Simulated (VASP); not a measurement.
Input of a VASP 6.6.1 run:

Contents of INCAR:

```
SYSTEM = BaHRh
PREC     = Accurate       ! precision mode
ENCUT    = 520            ! plane-wave cutoff, eV
EDIFF    = 1E-7           ! SCF threshold, eV
ISMEAR   = -1             ! smearing method
SIGMA    = 0.05           ! smearing width, eV
LREAL    = .False.        ! projectors in reciprocal space
LASPH    = .True.         ! aspherical terms in the spheres
NELM     = 60             ! most SCF steps
ALGO     = Normal         ! electronic algorithm
ISIF     = 2              ! what is computed and relaxed
LWAVE    = .False.        ! write WAVECAR
LCHARG   = .False.        ! write CHGCAR
GGA      = PE             ! functional
NBANDS   = 20             ! bands
```

File KPOINTS:

```
regular mesh
0
Gamma
  7 7 8
  0 0 0
```

Contents of POSCAR:

```
BaHRh
1.0
    4.4082341800      0.0000000000      0.0000000000
   -2.2041170900      3.8176427800      0.0000000000
    0.0000000000      0.0000000000      3.4781921800
Ba H Rh
1 1 1
Direct
    0.6666666700      0.3333333300      0.0000000000
    0.3333333300      0.6666666700      0.5000000000
    0.0000000000      0.0000000000      0.5000000000
```

Potentials or basis: VASP PAW PBE potentials, release 64 (Ba_sv, H, Rh_pv).

Command:

```console
$ cat potpaw_PBE.64/Ba_sv/POTCAR potpaw_PBE.64/H/POTCAR potpaw_PBE.64/Rh_pv/POTCAR > POTCAR
$ mpirun -np 1 vasp_std > vasp.out
```

(1) Predict the pressure.

(2) What does it give for the band gap on the k mesh?

## Answers

(1) 0.9 GPa.

(2) none (metal or under the smearing width).
